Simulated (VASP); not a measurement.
Data:

```
NbAs
1.0
    3.67900     0.00000     0.00000
    0.00000     3.67900     0.00000
    0.00000     0.00000     3.67900
Nb As
1 1
Direct
  0.00000   0.00000   0.00000
  0.50000   0.50000   0.50000
```

Method: PBEsol GGA, VASP's PBE PAW potentials (set 64) (plane waves; VASP). Numerical set-up: 400 eV cut-off, 9×9×9 Γ-centred mesh, first-order Methfessel-Paxton smearing of 0.10 eV, potentials Nb_sv As.

Energy and stress use the plane-wave basis of the starting cell.

### Question
The ions, cell shape and volume are relaxed. Predict the relaxed structure.

### Answer

```
NbAs
1.0
    3.18095     0.00000     0.00000
    0.00000     3.18095     0.00000
    0.00000     0.00000     3.18095
Nb As
1 1
Direct
  0.00000   0.00000   0.00000
  0.50000   0.50000   0.50000
```
Space group Pm-3m (221), at a tolerance of 0.03 Å.

### Question
How do energy and volume change from the first to the last step?

### Answer
The energy (σ→0) changes by -1227.4 meV/atom and the volume by -35.4 %, in 5 ionic steps.

| step | E(σ→0) (eV) | max force (eV/Å) | pressure (GPa) | volume (Å³) |
|---|---|---|---|---|
| 1 | -14.6372 | 0.000 | -29.75 | 49.80 |
| 2 | -14.6417 | 0.000 | 118.13 | 23.35 |
| 3 | -17.0787 | 0.000 | -4.70 | 33.08 |
| 4 | -17.0904 | 0.000 | -1.74 | 32.51 |
| 5 | -17.0921 | 0.000 | 0.02 | 32.19 |

The structure was generated: NbAs was put into the CsCl type type (Pm-3m), which need not be its known phase. This run relaxes it. Symmetry was kept, so distortions that lower it aren't found.
